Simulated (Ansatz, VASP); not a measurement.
# AlNi: VASP beside Ansatz, part 2 of 2

One calculation is typed for both programs; each brings its own data sets. How far apart do they land? The cell is taken from a series of runs on this material, whose earlier steps may have relaxed, scaled, displaced or heated it; both programs get it as it stands.

VASP 6.6.1 and Ansatz 0.2.0.

So far: Starting point; Ansatz: zone-centre phonons, LDA.

## (3) VASP: zone-centre phonons, LDA

Level of this step: LDA, no spin polarisation; plane waves and PAW (Al, Ni) (VASP).

The same cell, functional (in two slightly different forms), mesh and smearing now go to VASP, with its own data sets.

Lines of VASP's logs that name or quote its potential files are left out, and so is its time.

The input, INCAR:

```
SYSTEM = AlNi
PREC = Accurate
ENCUT = 600
EDIFF = 1E-08
NELM = 120
ISMEAR = 1
SIGMA = 0.2
LREAL = .FALSE.
ALGO = Normal
GGA = PW92
NBANDS = 12
LASPH = .TRUE.
LORBIT = 11
LWAVE = .FALSE.
LCHARG = .FALSE.
ISIF = 2
IBRION = 8
GGA_COMPAT = .FALSE.
KPAR = 2
```

The input, POSCAR:

```
AlNi
1.0
    2.8105458516      0.0000000000      0.0000000000
    0.0000000000      2.8105458516      0.0000000000
    0.0000000000      0.0000000000      2.8885549492
Al Ni
1 1
Direct
    0.0000000000      0.0000000000      0.0000000000
    0.5000000000      0.5000000000      0.5000000000
```

The input, KPOINTS:

```
Automatic mesh
0
Gamma
16 16 16
0 0 0
```

PAW data sets: Al and Ni (LDA family, release 64).

Command:

```
$ mpirun -np 2 vasp_std
```

Numbers of over 12 decimals in the logs are rounded to 6 here.

Log:

```text
[banner, memory and clock lines left out]
running    2 mpi-ranks, on    1 nodes
 distrk:  each k-point on    1 cores,    2 groups
 distr:  one band on    1 cores,    1 groups

 POSCAR found type information on POSCAR AlNi
 POSCAR found :  2 types and       2 ions
|                                                                             |
|               ----> ADVICE to this user running VASP <----                  |
|                                                                             |
|     You enforced a specific xc type in the INCAR file but a different       |
|     [... a line on the potential file left out ...]
|     I HOPE YOU KNOW WHAT YOU ARE DOING!                                     |
|                                                                             |

 LDA part: xc-table for (Slater(with rela. corr.)+PW92), standard interpolation
 POSCAR, INCAR and KPOINTS ok, starting setup
 FFT: planning ... GRIDC
 FFT: planning ... GRID_SOFT
 FFT: planning ... GRID
 WAVECAR not read
 entering main loop
       N       E                     dE             d eps       ncg     rms          rms(c)
DAV:   1     0.439285297242E+02    0.43929E+02   -0.61823E+03  9812   0.130E+03
DAV:   2    -0.117537992301E+02   -0.55682E+02   -0.51574E+02  9912   0.210E+02
DAV:   3    -0.135868323406E+02   -0.18330E+01   -0.18085E+01 11768   0.442E+01
DAV:   4    -0.136116020865E+02   -0.24770E-01   -0.24755E-01 10916   0.461E+00
DAV:   5    -0.136122077326E+02   -0.60565E-03   -0.60563E-03 11680   0.805E-01    0.120E+01
DAV:   6    -0.151346026692E+02   -0.15224E+01   -0.44430E+01 10804   0.109E+02    0.144E+01
DAV:   7    -0.122147491695E+02    0.29199E+01   -0.13427E+01 10880   0.655E+01    0.101E+00
DAV:   8    -0.122010518195E+02    0.13697E-01   -0.27205E-01 11744   0.592E+00    0.102E+00
DAV:   9    -0.121853390475E+02    0.15713E-01   -0.46763E-02 11848   0.324E+00    0.166E-01
DAV:  10    -0.121849825044E+02    0.35654E-03   -0.10804E-03 11792   0.487E-01    0.797E-02
DAV:  11    -0.121849838697E+02   -0.13653E-05   -0.34053E-05 11504   0.515E-02    0.231E-02
DAV:  12    -0.121849832441E+02    0.62557E-06   -0.37556E-06 12128   0.330E-02    0.415E-03
DAV:  13    -0.121849830788E+02    0.16528E-06   -0.50315E-07 14624   0.656E-03    0.156E-03
DAV:  14    -0.121849830796E+02   -0.75693E-09   -0.33856E-08  7024   0.238E-03
   1 F= -.12184983E+02 E0= -.12185144E+02  d E =0.481866E-03
 Linear response reoptimize wavefunctions to high precision
DAV:   1    -0.121849830788E+02    0.81241E-09   -0.12048E-08 12228   0.179E-03
DAV:   2    -0.121849830788E+02   -0.79581E-11   -0.10061E-10  5568   0.952E-05
 Linear response DOF=           4
 Linear response progress:
  Degree of freedom:   1/  4
       N       E                     dE             d eps       ncg     rms          rms(c)
RMM:   1    -0.564476370835E-02   -0.56448E-02    0.17695E-03 38711   0.638E-01
RMM:   2    -0.534355622211E-02    0.30121E-03   -0.81960E-05 25918   0.226E-01    0.592E-02
RMM:   3    -0.532904734697E-02    0.14509E-04   -0.99401E-05 28534   0.812E-02    0.295E-02
RMM:   4    -0.539329059374E-02   -0.64243E-04   -0.42034E-05 28289   0.503E-02    0.571E-03
RMM:   5    -0.539701975694E-02   -0.37292E-05   -0.33316E-06 29123   0.118E-02    0.167E-03
RMM:   6    -0.539651911299E-02    0.50064E-06   -0.23189E-07 29051   0.272E-03    0.722E-04
RMM:   7    -0.539656513855E-02   -0.46026E-07   -0.18808E-08 27292   0.115E-03    0.575E-04
RMM:   8    -0.539671021856E-02   -0.14508E-06   -0.17015E-09 30668   0.342E-04    0.221E-04
RMM:   9    -0.539675745508E-02   -0.47237E-07   -0.40745E-10 30432   0.112E-04    0.157E-05
RMM:  10    -0.539674246330E-02    0.14992E-07    0.10821E-10 31372   0.351E-05    0.552E-06
RMM:  11    -0.539674127115E-02    0.11922E-08   -0.71069E-11 30093   0.107E-05    0.133E-06
 first order change of Fermi-energy   0.31142E-04
 force on displaced ion       1 direction 1 :  -6.333   0.000   0.000
 Linear response progress:
  Degree of freedom:   2/  4
       N       E                     dE             d eps       ncg     rms          rms(c)
RMM:   1    -0.613287777974E-02   -0.61329E-02    0.44410E-03 21325   0.690E-01
RMM:   2    -0.582392719673E-02    0.30895E-03    0.19611E-05 14296   0.247E-01    0.639E-02
RMM:   3    -0.580791778435E-02    0.16009E-04   -0.12766E-04 15818   0.917E-02    0.309E-02
RMM:   4    -0.587631509370E-02   -0.68397E-04   -0.48983E-05 15676   0.544E-02    0.611E-03
RMM:   5    -0.588061820729E-02   -0.43031E-05   -0.37823E-06 16016   0.129E-02    0.154E-03
RMM:   6    -0.587960517124E-02    0.10130E-05   -0.15736E-07 16412   0.272E-03    0.738E-04
RMM:   7    -0.587968780675E-02   -0.82636E-07   -0.13874E-08 15503   0.949E-04    0.645E-04
RMM:   8    -0.587984126285E-02   -0.15346E-06   -0.24788E-09 16570   0.332E-04    0.213E-04
RMM:   9    -0.587982427128E-02    0.16992E-07   -0.97959E-11 16839   0.121E-04    0.219E-05
RMM:  10    -0.587981679366E-02    0.74776E-08   -0.88322E-12 17046   0.326E-05    0.577E-06
 first order change of Fermi-energy  -0.58033E-04
 force on displaced ion       1 direction 3 :  -0.000  -0.000  -6.437
 Linear response progress:
  Degree of freedom:   3/  4
       N       E                     dE             d eps       ncg     rms          rms(c)
RMM:   1    -0.187457861459E+00   -0.18746E+00   -0.99290E-02 25718   0.270E+00
RMM:   2    -0.186124321270E+00    0.13335E-02   -0.18060E-03 25905   0.521E-01    0.129E-01
RMM:   3    -0.186116086974E+00    0.82343E-05   -0.14031E-04 27839   0.102E-01    0.761E-02
RMM:   4    -0.186499928054E+00   -0.38384E-03   -0.18285E-04 29848   0.105E-01    0.530E-03
RMM:   5    -0.186481639828E+00    0.18288E-04   -0.34896E-06 30469   0.197E-02    0.336E-03
RMM:   6    -0.186477625998E+00    0.40138E-05   -0.26770E-07 27889   0.574E-03    0.239E-03
RMM:   7    -0.186469945887E+00    0.76801E-05   -0.95807E-08 29398   0.341E-03    0.432E-04
RMM:   8    -0.186466060493E+00    0.38854E-05   -0.90083E-09 31547   0.785E-04    0.657E-05
RMM:   9    -0.186465594584E+00    0.46591E-06   -0.65197E-10 31828   0.179E-04    0.120E-05
RMM:  10    -0.186465473149E+00    0.12143E-06   -0.60818E-10 32308   0.559E-05    0.910E-06
RMM:  11    -0.186465522097E+00   -0.48948E-07   -0.38045E-10 31573   0.308E-05    0.174E-06
RMM:  12    -0.186465521447E+00    0.64961E-09   -0.29831E-10 32141   0.188E-05    0.629E-07
 first order change of Fermi-energy   0.81334E-03
 force on displaced ion       2 direction 1 :  -6.324   0.000   0.000
 Linear response progress:
  Degree of freedom:   4/  4
       N       E                     dE             d eps       ncg     rms          rms(c)
RMM:   1    -0.188698422043E+00   -0.18870E+00   -0.10098E-01 14330   0.269E+00
RMM:   2    -0.187129528983E+00    0.15689E-02   -0.17643E-03 14362   0.526E-01    0.131E-01
RMM:   3    -0.187154948725E+00   -0.25420E-04   -0.14761E-04 15399   0.103E-01    0.773E-02
RMM:   4    -0.187576101284E+00   -0.42115E-03   -0.16999E-04 16551   0.101E-01    0.582E-03
RMM:   5    -0.187561643656E+00    0.14458E-04   -0.39890E-06 16613   0.227E-02    0.509E-03
RMM:   6    -0.187557582480E+00    0.40612E-05   -0.54082E-07 14708   0.101E-02    0.235E-03
RMM:   7    -0.187549312413E+00    0.82701E-05   -0.23049E-07 17163   0.373E-03    0.531E-04
RMM:   8    -0.187546109291E+00    0.32031E-05   -0.69792E-09 17081   0.941E-04    0.147E-04
RMM:   9    -0.187545485848E+00    0.62344E-06   -0.16568E-09 17245   0.286E-04    0.357E-05
RMM:  10    -0.187545150319E+00    0.33553E-06    0.34571E-11 17592   0.936E-05    0.225E-05
RMM:  11    -0.187545150414E+00   -0.94379E-10   -0.27835E-10 15925   0.616E-05    0.246E-06
 first order change of Fermi-energy   0.24589E-02
 force on displaced ion       2 direction 3 :   0.000  -0.000  -6.466
 Linear response finished
```

OUTCAR, selected parts (step 3):

```text
ion  position               nearest neighbor table
   1  0.000  0.000  0.000-   2 2.46   2 2.46   2 2.46   2 2.46   2 2.46   2 2.46   2 2.46   2 2.46

  LATTYP: Found a simple tetragonal cell.
 ALAT       =     2.8105458516
 C/A-ratio  =     1.0277558530

 Subroutine GETGRP returns: Found 16 space group operations
 (whereof 16 operations were pure point group operations)

The static configuration has the point symmetry D_4h.

 Found    405 irreducible k-points:

   k-points           NKPTS =    405   k-points in BZ     NKDIM =    405   number of bands    NBANDS=     12

   dimension x,y,z NGX =    24 NGY =   24 NGZ =   24
   dimension x,y,z NGXF=    48 NGYF=   48 NGZF=   48

   ENCUT  =  600.0 eV  44.10 Ry    6.64 a.u.   5.61  5.61  5.77*2*pi/ulx,y,z

   NELECT =      13.0000    total number of electrons

 k-points in reciprocal lattice and weights: Automatic mesh
   0.00000000  0.00000000  0.00000000       0.000
   0.06250000  0.00000000  0.00000000       0.001
   0.12500000  0.00000000  0.00000000       0.001
   0.18750000  0.00000000  0.00000000       0.001
   0.25000000  0.00000000  0.00000000       0.001
   0.31250000  0.00000000  0.00000000       0.001
   0.37500000  0.00000000  0.00000000       0.001
   0.43750000  0.00000000  0.00000000       0.001
   0.50000000  0.00000000  0.00000000       0.000
[...]
0.50000000  0.43750000  0.50000000       0.001
   0.50000000  0.50000000  0.50000000       0.000

 average (electrostatic) potential at core
       1 -67.7164       2 -81.0020

  Total        0.0303535      0.0303535     -0.3132679      0.0000000     -0.0000000      0.0000000
  in kB        2.1313634      2.1313634    -21.9970532      0.0000000     -0.0000000      0.0000000
  external PRESSURE =      -5.9114421 kB  Pullay stress =       0.0000000 kB

  energy-cutoff  :      600.00
  volume of cell :       22.82
      direct lattice vectors                 reciprocal lattice vectors
     2.810545852  0.000000000  0.000000000     0.355802770  0.000000000  0.000000000
     0.000000000  2.810545852  0.000000000     0.000000000  0.355802770  0.000000000
     0.000000000  0.000000000  2.888554949     0.000000000  0.000000000  0.346193864

 POSITION                                       TOTAL-FORCE (eV/Angst)
 -----------------------------------------------------------------------------------
      0.00000      0.00000      0.00000         0.000000      0.000000      0.000000
      1.40527      1.40527      1.44428         0.000000      0.000000      0.000000
 -----------------------------------------------------------------------------------
    total drift:                                0.000000      0.000000     -0.000000

 Eigenvectors and eigenvalues of the dynamical matrix
 ----------------------------------------------------

   1 f  =    9.232275 THz    58.008095 2PiTHz  307.955547 cm-1    38.181604 meV
             X         Y         Z           dx          dy          dz
      0.000000  0.000000  0.000000    -0.000000   -0.000000   -0.827112
      1.405273  1.405273  1.444277     0.000000    0.000000    0.562037

   2 f  =    9.148829 THz    57.483791 2PiTHz  305.172103 cm-1    37.836501 meV
             X         Y         Z           dx          dy          dz
      0.000000  0.000000  0.000000    -0.000000   -0.827864    0.000000
      1.405273  1.405273  1.444277     0.000000    0.560928   -0.000000

   3 f  =    9.148829 THz    57.483791 2PiTHz  305.172103 cm-1    37.836501 meV
             X         Y         Z           dx          dy          dz
      0.000000  0.000000  0.000000     0.827864   -0.000000   -0.000000
      1.405273  1.405273  1.444277    -0.560928    0.000000    0.000000

   4 f/i=    0.002924 THz     0.018375 2PiTHz    0.097550 cm-1     0.012095 meV
             X         Y         Z           dx          dy          dz
      0.000000  0.000000  0.000000     0.521000   -0.207845    0.000000
      1.405273  1.405273  1.444277     0.768935   -0.306756    0.000000

   5 f/i=    0.002924 THz     0.018375 2PiTHz    0.097550 cm-1     0.012095 meV
             X         Y         Z           dx          dy          dz
      0.000000  0.000000  0.000000     0.207845    0.521000   -0.000000
      1.405273  1.405273  1.444277     0.306756    0.768935   -0.000000

   6 f/i=    0.009423 THz     0.059207 2PiTHz    0.314318 cm-1     0.038970 meV
             X         Y         Z           dx          dy          dz
      0.000000  0.000000  0.000000     0.000000    0.000000    0.562037
      1.405273  1.405273  1.444277     0.000000    0.000000    0.827112

 ELASTIC MODULI CONTR FROM IONIC RELAXATION (kBar)
 Direction    XX          YY          ZZ          XY          YZ          ZX
 --------------------------------------------------------------------------------
 XX           0.0000      0.0000      0.0000      0.0000      0.0000      0.0000
 YY           0.0000      0.0000      0.0000      0.0000      0.0000      0.0000
 ZZ           0.0000      0.0000      0.0000      0.0000      0.0000      0.0000
 XY           0.0000      0.0000      0.0000      0.0000      0.0000      0.0000
 YZ           0.0000      0.0000      0.0000      0.0000      0.0000      0.0000
 ZX           0.0000      0.0000      0.0000      0.0000      0.0000      0.0000
 --------------------------------------------------------------------------------
```

This run has no spin polarisation, so a moment on Ni, if there is one, isn't seen. Its electron count is odd, so without a moment it is a metal by construction. Energies printed during the response cycles are not total energies of the cell.

## (4) Differences

Known differences besides the potentials themselves: the data sets hold 21 valence electrons in Ansatz (on its PAW soft_1 files) and 13 in VASP; the cutoff is 420 eV in Ansatz and 600 eV in VASP; VASP's log shows a relativistic correction to its local exchange, Ansatz's none. Total energies have different zeros and are not compared.

The two programs side by side:

```tsv
quantity	Ansatz	VASP	difference
optical mode 1 to 2 (cm⁻¹)	303.3	305.2	-0.62 %
optical mode 3 (cm⁻¹)	305.6	308.0	-0.75 %
```

Modes are paired by rising frequency, not by their patterns, so a pair may set unlike modes beside each other; they are those without the splitting of longitudinal modes.

## (5) What came out

| Quantity | Value |
| --- | --- |
| r.m.s. difference of the optical zone-centre modes, each program's sorted by frequency (zone-centre phonons, LDA) | 2.0 cm⁻¹ |
| difference in optical mode 3 (zone-centre phonons, LDA) | -0.7 % |

In words: The r.m.s. difference of the optical zone-centre modes, each program's sorted by frequency is 2.0 cm⁻¹ (zone-centre phonons, LDA). The data sets hold unlike numbers of valence electrons (21 in Ansatz and 13 in VASP), so part of the differences comes from the potentials. Among the rows given in per cent, the largest difference of the zone-centre phonons, LDA pair is in optical mode 3, -0.7 %. Such differences can come from data sets, numerical settings and the points named under the comparisons, not from the functional's error against experiment.

[Lines on the potential files, build, host, timing and source positions are cut from VASP's logs without a mark.]

[Logs are printed without paths, hosts, clocks, repeated set-up lines and the standing remarks that a program may print on its own settings, such as how far it seeks lower states.]

[Hosts, paths, dates, database ids (printed as entryN), source tags and the programs' standing remarks are cut or masked in the printed files.]
